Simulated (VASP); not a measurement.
Calculation: RPBE GGA, VASP's PBE PAW potentials (set 64) (plane waves; VASP).

A VASP calculation is set up with these files.

**POSCAR**
```
Rh
1.0
  0.0000000000   1.9000000000   1.9000000000
  1.9000000000   0.0000000000   1.9000000000
  1.9000000000   1.9000000000   0.0000000000
Rh
1
direct
  0.0000000000   0.0000000000   0.0000000000
```

File KPOINTS:
```
Automatic
0
gamma
15 15 15
0 0 0
```

**INCAR**
```
ISIF = 3
ISMEAR = 1   # Methfessel-Paxton
EDIFF = 1E-6
LCHARG = .False.
ALGO = Normal   # blocked Davidson
LREAL = .False.   # projection in real space or not
EDIFFG = -0.01   # ionic stop
LWAVE = .False.
PREC = Accurate
SIGMA = 0.1
ENCUT = 520   # plane-wave cut-off (eV)
LASPH = .True.   # aspherical one-centre terms
NELM = 100   # most electronic steps
SYSTEM = Rh
NSW = 60   # most ionic steps
IBRION = 2
GGA = RP
LMAXMIX = 4
```

POTCAR, in this order: Rh_pv (PBE.64 set). Program: vasp_std.

Energy and stress use the plane-wave basis of the starting cell.

### Question
Estimate the energy per atom (σ→0), volume per atom, band gap (on the k-mesh).

### Answer

| Property | Value |
|---|---|
| energy per atom (σ→0) | -6.615 eV/atom |
| band gap (on the k-mesh) | none (metal, semimetal or under 0.01 eV) |
| volume per atom | 14.31 Å^3/atom |

**OSZICAR**
```
...
   3 F= -.66152126E+01 E0= -.66152009E+01  d E =-.197920E-01
       N       E                     dE             d eps       ncg     rms          rms(c)
DAV:   1    -0.661575060683E+01   -0.53799E-03   -0.75721E-03  2742   0.144E+00    0.157E-01
DAV:   2    -0.661522924639E+01    0.52136E-03   -0.12749E-03  2718   0.539E-01    0.283E-02
DAV:   3    -0.661522893038E+01    0.31601E-06   -0.14214E-05  2817   0.502E-02    0.169E-02
DAV:   4    -0.661523450938E+01   -0.55790E-05   -0.41574E-06  2829   0.294E-02    0.149E-03
DAV:   5    -0.661523423071E+01    0.27867E-06   -0.10636E-07  1419   0.523E-03
   4 F= -.66152342E+01 E0= -.66152231E+01  d E =-.198137E-01
```

The compound is Rh in the fcc structure. This run relaxes it. Symmetry was kept, so distortions that lower it aren't found.
